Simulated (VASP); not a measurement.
Here is a VASP 6.6.1 calculation.

Contents of INCAR:

```
ALGO = Normal
EDIFF = 1E-6
EDIFFG = -0.02
ENCUT = 520
GGA = PE
IBRION = 2
ISIF = 2
ISMEAR = 0
LASPH = T
LCHARG = F
LREAL = F
LWAVE = F
NELM = 80
NSW = 40
PREC = Accurate
SIGMA = 0.01
```

The input KPOINTS:

```
k-points
0
Gamma
  1 1 1
```

POSCAR

```
AlH4NO2
1.0
   13.0000000000      0.0000000000      0.0000000000
    0.0000000000     14.0000000000      0.0000000000
    0.0000000000      0.0000000000     11.0000000000
N Al O H
1 1 2 4
Direct
    0.4322300000      0.6086000000      0.5296330000
    0.4669580000      0.4877320000      0.5136670000
    0.5862380000      0.4515750000      0.4677790000
    0.3779640000      0.4028290000      0.5443110000
    0.4745820000      0.6660500000      0.5153230000
    0.3597100000      0.6292260000      0.5553390000
    0.6409250000      0.4936240000      0.4509140000
    0.3930090000      0.3381420000      0.5359090000
```

Potentials or basis: VASP PAW PBE potentials, release 64 (N, Al, O, H).

Run with:

```bash
$ cat potpaw_PBE.64/N/POTCAR potpaw_PBE.64/Al/POTCAR potpaw_PBE.64/O/POTCAR potpaw_PBE.64/H/POTCAR > POTCAR
$ mpirun -np 1 vasp_gam > vasp.out
```

Question: What does it give for the gap between the frontier levels?

Answer: 4.48 eV.

Question: Estimate the energy gained by relaxing.

Answer: 9.7 meV/atom.

Forces in eV/Å, atoms in the order of the input:
```
N   -0.009 -0.004 -0.003
Al   0.012  0.000  0.007
O   -0.010  0.003  0.005
O    0.005  0.011 -0.010
H    0.015 -0.010 -0.006
H   -0.008 -0.015  0.007
H    0.002  0.006 -0.004
H   -0.007  0.010  0.005
```
